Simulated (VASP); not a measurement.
Input:

```
CELL_PARAMETERS angstrom
      3.25000     0.00000     0.00000
      0.00000     3.25000     0.00000
      0.00000     0.00000     3.25000
ATOMIC_POSITIONS crystal
  In 0.50000 0.50000 0.50000
  Pd 0.00000 0.00000 0.00000
```

Calculation: PBEsol GGA, VASP's PBE PAW potentials (set 64) (plane waves; VASP). Run with 480 eV cut-off, 10×10×10 Γ-centred mesh, first-order Methfessel-Paxton smearing of 0.10 eV, potentials In_d Pd.

Unless said otherwise, spin-orbit coupling is left out, though it shifts the bands of the heavy elements here.

Problem. Predict the energy per atom (σ→0), band gap (on the k-mesh) with the smallest direct gap where there is one.

Solution. 
The band gap (on the k-mesh) comes out as none (metal, semimetal or under 0.01 eV) and the energy per atom (σ→0) comes out as -4.999 eV/atom.

Total energies compare only between runs with the same potentials, cut-off and functional.

The compound is PdIn in the CsCl type structure. The cell was not relaxed at this level. The electron count is odd and the run is not spin-polarised, which forces a metal.
